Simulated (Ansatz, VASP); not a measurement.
# One calculation of Mo3As, two programs

```xyz
4
Lattice="3.9897 0.0000 0.0000 0.0000 3.9897 0.0000 0.0000 0.0000 3.9897" Properties=species:S:1:pos:R:3 pbc="T T T"
Mo    0.0000    1.9949    1.9949
Mo    1.9949    0.0000    1.9949
Mo    1.9949    1.9949    0.0000
As    0.0000    0.0000    0.0000
```

Alike in both runs: task relaxation of cell and atoms; functional PBE; k mesh 4 × 4 × 4; occupations gaussian, width 0.1 eV; no spin polarisation.

|  | VASP | Ansatz |
| --- | --- | --- |
| version | VASP 6.6.1 | Ansatz 0.2.0 |
| potentials or method | VASP PAW PBE potentials, release 64 (Mo_sv, As) | scalar-relativistic, plane waves, PAW |
| plane-wave cutoff (eV) | 600 | 420 |
| valence electrons in the cell | 47 | 57 |

Ansatz gave:

- gap on the k mesh at the Fermi level, each at its own relaxed structure (eV): none
- relaxed volume (Å³/atom): 15.46
- relaxed cell length with the largest relative difference (Å): 3.955
- energy change over the relaxation (meV/atom): -7

**Question.** Estimate VASP's values.

**Answer.** gap on the k mesh at the Fermi level, each at its own relaxed structure (eV): none; relaxed volume (Å³/atom): 15.49; relaxed cell length with the largest relative difference (Å): 3.957; energy change over the relaxation (meV/atom): -6.

A gap of «none» marks a metal or a gap that the smearing closes. The two sets of potentials don't hold the same shells in valence.

Caveats: the k mesh is coarse (spacing up to 0.39 Å⁻¹), so the values aren't converged.
